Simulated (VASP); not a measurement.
A VASP calculation is set up with these files.

KPOINTS:
```
Automatic mesh
0
Gamma
8 8 8
```

**POSCAR**
```
Si
1
    0.0000000000     2.7758772343     2.7758772343
    2.7758772343     0.0000000000     2.7758772343
    2.7758772343     2.7758772343     0.0000000000
Si
2
Direct
  0.0000000000   0.0000000000   0.0000000000
  0.2500000000   0.2500000000   0.2500000000
```

INCAR:
```
SYSTEM = Si
PREC = Accurate
ENCUT = 520
EDIFF = 1E-7
NELM = 100
ALGO = Normal
LREAL = .FALSE.
LASPH = .TRUE.
ISMEAR = 0
SIGMA = 0.05
GGA = RP
LWAVE = .FALSE.
LCHARG = .FALSE.
ISIF = 2
```

POTCAR, in this order: Si (PBE.64 set). Program: vasp_std.

Problem. Translate this RPBE calculation to Quantum ESPRESSO's pw.x.

Solution. One equivalent input (not run):
```
&CONTROL
  calculation = 'scf'
  pseudo_dir = './pseudo'
  outdir = './out'
  tprnfor = .true.
  tstress = .true.
/
&SYSTEM
  ibrav = 0
  nat = 2
  ntyp = 1
  ecutwfc = 36
  occupations = 'smearing'
  smearing = 'gaussian'
  degauss = 0.003675
  input_dft = 'rpbe'
/
&ELECTRONS
  conv_thr = 7.3e-09
  electron_maxstep = 100
/
ATOMIC_SPECIES
  Si 28.085 Si.upf
CELL_PARAMETERS angstrom
     0.0000000    2.7758772    2.7758772
     2.7758772    0.0000000    2.7758772
     2.7758772    2.7758772    0.0000000
ATOMIC_POSITIONS crystal
  Si   0.0000000  0.0000000  0.0000000
  Si   0.2500000  0.2500000  0.2500000
K_POINTS automatic
  8 8 8 0 0 0
```
The two are equivalent in intent, not identical: the potentials are each code's own (VASP's PAW set, PseudoDojo norm-conserving files in pw.x), so ENCUT and ecutwfc are chosen apart and not converted; conv_thr bounds pw.x's estimated SCF error, while EDIFF bounds the energy change between steps.

The compound is Si in the diamond structure. This cell is one point of a volume scan, at 1.03 of the reference volume.
